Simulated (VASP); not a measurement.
A convergence study with VASP on PbS (rock salt): one setting is varied, all else stays as given below, so the limit is that of these other settings. ε∞ is the independent-particle value.

```yaml
crystal:
  lattice:
    - [0.00000, 2.97000, 2.97000]
    - [2.97000, 0.00000, 2.97000]
    - [2.97000, 2.97000, 0.00000]
  atoms:
    - { symbol: Pb, position: [0.00000, 0.00000, 0.00000] }
    - { symbol: S, position: [0.50000, 0.50000, 0.50000] }
```

The numbers are results of PBEsol GGA, VASP's PBE PAW potentials (set 64) (plane waves; VASP), not measurements. The tightest run used: 550 eV cut-off, 7×7×7 Γ-centred mesh, Gaussian smearing of 0.050 eV, potentials Pb_d S.

Question: The settings run are NBANDS = 11; NBANDS = 12; NBANDS = 14; NBANDS = 18; NBANDS = 26; NBANDS = 42; NBANDS = 74; NBANDS = 138. From which on does the mean ε∞ stay within 0.3  of the tightest run?

Answer: From NBANDS = 18 on: it is off by 0.16 there and by no more than 0.3 in any finer run, while NBANDS = 14 is off by 0.47.
| setting | mean ε∞ | bands | difference judged () |
|---|---|---|---|
| NBANDS = 11 | 11.25 | 11 | 5.68 |
| NBANDS = 12 | 15.13 | 12 | 1.80 |
| NBANDS = 14 | 16.46 | 14 | 0.47 |
| NBANDS = 18 | 16.77 | 18 | 0.16 |
| NBANDS = 26 | 16.85 | 26 | 0.08 |
| NBANDS = 42 | 16.91 | 42 | 0.02 |
| NBANDS = 74 | 16.93 | 74 | 0.00 |
| NBANDS = 138 | 16.93 | 138 | 0.00 |

Left out are rungs that failed or repeat a setting and relaxations that didn't move; long series are thinned to 24 rows.

The compound is PbS in the rock salt structure. The cell was not relaxed at this level.
